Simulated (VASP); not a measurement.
AlC6, 7 atoms in the cell. The structure is cubic, space group Pm-3m (No. 221). The conventional cell has a = 4.533 Å, b = 4.533 Å, c = 4.533 Å, α = 90.00°, β = 90.00°, γ = 90.00°. Al (site symmetry m-3m) has 24 C at 3.33 Å as nearest neighbours. C (site symmetry 4mm) has 5 C at 1.83 to 1.91 Å as nearest neighbours. The cell was built by a generator and needn't be a form met in nature. The cell isn't the ideal one: species swapped into the CaB6 type (Pm-3m, No. 221).

| Quantity | Value |
| --- | --- |
| Program | VASP 6.6.1 |
| Task | relaxation of cell and atoms |
| Functional | PBE |
| Potentials or basis | VASP PAW PBE potentials, release 64 (Al, C) |
| Cutoff | 600 eV |
| k mesh | 4 × 4 × 4 |
| Occupations | gaussian, width 0.1 eV |
| Spin | no spin polarisation |
| Dipole correction | no |
| Further INCAR settings | ALGO = Fast; EDIFF = 1e-06; IBRION = 2; EDIFFG = -0.04; NSW = 90; ISIF = 3 |

Potentials or basis: VASP PAW PBE potentials, release 64 (Al, C).

Run with:

```sh
$ cat potpaw_PBE.64/Al/POTCAR potpaw_PBE.64/C/POTCAR > POTCAR
$ mpirun -np 1 vasp_std > vasp.out
```

Hardware: 1 thread of Intel(R) Xeon(R) Platinum 8559C (Emerald Rapids), with other jobs on the host.

Task: Estimate the wall time of this run.

Result: Run time: 3.1 min on 1 thread of Intel(R) Xeon(R) Platinum 8559C (Emerald Rapids) (shared host), peak memory 0.22 GiB. Counts: scf iterations 265, k points 10, ion steps 19.
